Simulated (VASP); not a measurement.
```
CELL_PARAMETERS angstrom
      3.05807     0.00000     0.00000
      0.00000     3.05807     0.00000
      0.00000     0.00000     3.05807
ATOMIC_POSITIONS crystal
  Sn 0.00000 0.00000 0.00000
```

The numbers are results of r2SCAN meta-GGA, VASP's PBE PAW potentials (set 64) (plane waves; VASP), not measurements. Settings: 400 eV cut-off, 13×13×13 Γ-centred mesh, tetrahedra with Blöchl corrections, potentials Sn_d.

Unless said otherwise, spin-orbit coupling is left out, though it shifts the bands of the heavy elements here.

**Question.** Tabulate the total density of states (states/eV per cell) against energy (eV; zero at the valence-band maximum or, without a gap, the Fermi level).

**Answer.** 
| E (eV) | DOS (states/eV) |
|---|---|
| -9.98 | 0.21 |
| -9.38 | 0.26 |
| -8.90 | 0.30 |
| -8.30 | 0.38 |
| -7.70 | 0.43 |
| -7.22 | 0.39 |
| -6.62 | 0.34 |
| -6.02 | 0.29 |
| -5.54 | 0.25 |
| -4.94 | 0.21 |
| -4.34 | 0.25 |
| -3.86 | 0.30 |
| -3.26 | 0.37 |
| -2.66 | 0.47 |
| -2.18 | 0.61 |
| -1.58 | 0.57 |
| -0.98 | 0.56 |
| -0.50 | 0.55 |
| 0.10 | 0.51 |
| 0.70 | 0.48 |
| 1.18 | 0.44 |
| 1.78 | 0.43 |
| 2.38 | 0.41 |
| 2.86 | 0.40 |
| 3.46 | 0.50 |
Within 2 eV below the Fermi level the largest weight inside VASP's projection spheres is Sn p.

The structure was generated: Sn was put into the simple-cubic type (Pm-3m), which need not be its known phase. It was relaxed first, which changed the volume by -5 %.
